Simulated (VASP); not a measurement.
YAl3N4, 16 atoms in the cell. The typed cell holds 16 atoms: a = 5.688 Å, b = 6.139 Å, c = 6.568 Å, α = 105.51°, β = 90.00°, γ = 117.60°. The cell comes from a database or a generator and needn't be the stable form of this composition.

- Program: VASP 6.6.1
- Task: single point
- Functional: LDA
- Potentials or basis: VASP PAW LDA potentials, release 64 (Y_sv, Al, N)
- Cutoff: 520 eV
- k mesh: 4 × 4 × 4
- Occupations: gaussian, width 0.1 eV
- Spin: no spin polarisation
- Dipole correction: no
- Further INCAR settings: LREAL = Auto; ALGO = Fast; EDIFF = 1e-06; NBANDS = 54

Potentials or basis: VASP PAW LDA potentials, release 64 (Y_sv, Al, N).

Run with:

```console
$ cat potpaw_LDA.64/Y_sv/POTCAR potpaw_LDA.64/Al/POTCAR potpaw_LDA.64/N/POTCAR > POTCAR
$ mpirun -np 1 vasp_std > vasp.out
```

Hardware: 1 thread of Intel(R) Xeon(R) Platinum 8488C (Sapphire Rapids) (shared host).

Q: How long does it take, and how much memory?

A: Wall time 12 min on 1 thread of Intel(R) Xeon(R) Platinum 8488C (Sapphire Rapids) (shared host), peak memory 0.39 GiB. Counts: scf iterations 18, k points 36.
